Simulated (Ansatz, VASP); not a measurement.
# LaPb2: VASP beside Ansatz

Contents of run.py:

```python
from ase.calculators.vasp import Vasp
from ase.dft.bandgap import bandgap
from ase.io import read

atoms = read('LaPb2.cif')
calc = Vasp(
    directory='calc',
    xc='pbe',
    pp='PBE',
    setups='gw',
    prec='Accurate',
    encut=550,
    ediff=1e-06,
    ismear=0,
    sigma=0.1,
    lreal=False,
    lasph=True,
    nelm=80,
    algo='Normal',
    isif=2,
    lwave=False,
    lcharg=False,
    kpts=[9, 9, 9],
    gamma=True,
)
atoms.calc = calc

print('energy (eV):', atoms.get_potential_energy())
print('free energy (eV):', atoms.get_potential_energy(force_consistent=True))
print('forces (eV/A):')
print(atoms.get_forces())
print('stress (eV/A^3, Voigt):', atoms.get_stress())
print('Fermi level (eV):', calc.get_fermi_level())
gap, top, bottom = bandgap(calc)
print('band gap (eV):', gap, 'from (spin, k, band)', top, 'to', bottom)
```

File LaPb2.cif:

```cif
data_LaPb2
_cell_length_a 6.35072163
_cell_length_b 6.35072163
_cell_length_c 6.35072163
_cell_angle_alpha 142.02384825
_cell_angle_beta 142.02384825
_cell_angle_gamma 54.79287799
_space_group_name_H-M_alt 'P1'
_space_group_name_Hall 'P 1'
_space_group_IT_number 1
loop_
_space_group_symop_operation_xyz
'x,y,z'
loop_
_atom_site_label
_atom_site_type_symbol
_atom_site_symmetry_multiplicity
_atom_site_Wyckoff_symbol
_atom_site_fract_x
_atom_site_fract_y
_atom_site_fract_z
_atom_site_occupancy
Pb1 Pb 1 a 0.6863945000 0.6863945000 0.0000000000 1
Pb2 Pb 1 a 0.3136055000 0.3136055000 0.0000000000 1
La1 La 1 a 0.0000000000 0.0000000000 0.0000000000 1
```

input.yaml

```yaml
crystal:
  lattice:
    - [-2.066343, 2.066343, 5.63845]
    - [2.066343, -2.066343, 5.63845]
    - [2.066343, 2.066343, -5.63845]
  atoms:
    - { symbol: Pb, position: [0.6863945, 0.6863945, 0.0] }
    - { symbol: Pb, position: [0.3136055, 0.3136055, 0.0] }
    - { symbol: La, position: [0.0, 0.0, 0.0] }
hamiltonian:
  xc: pbe
  pseudopotentials: { kind: paw }
kpoints:
  mp_grid: { grid: [9, 9, 9] }
scf:
  occupations: { method: gaussian, width: 0.1 }
output:
  forces: true
  stress: true
  eigenvalues: true
```

The cell comes from a database or a generator and needn't be the stable form of this composition.

Alike in both runs: task single point; functional PBE; k mesh 9 × 9 × 9; occupations gaussian, width 0.1 eV; no spin polarisation.

|  | VASP | Ansatz |
| --- | --- | --- |
| version | VASP 6.6.1 | Ansatz 0.2.0 |
| potentials or method | VASP PAW PBE potentials, release 64 (Pb_d_GW, La_GW) | Ansatz PAW |
| plane-wave cutoff (eV) | 550 | 420 |
| valence electrons in the cell | 43 | 39 |

```csv
,VASP,Ansatz,Ansatz less VASP
gap on the k mesh at the Fermi level (eV),none,none,-
pressure (GPa),0.0,0.1,+0.07
largest component of the traceless stress (GPa),0.59,0.87,+0.284
rms of the force components (eV/Å),0.036,0.035,-0.0003
```

A gap of «none» marks a metal or a gap that the smearing closes. The two sets of potentials don't hold the same shells in valence.

The runs have no spin-orbit coupling, so splittings on La, Pb are missing.
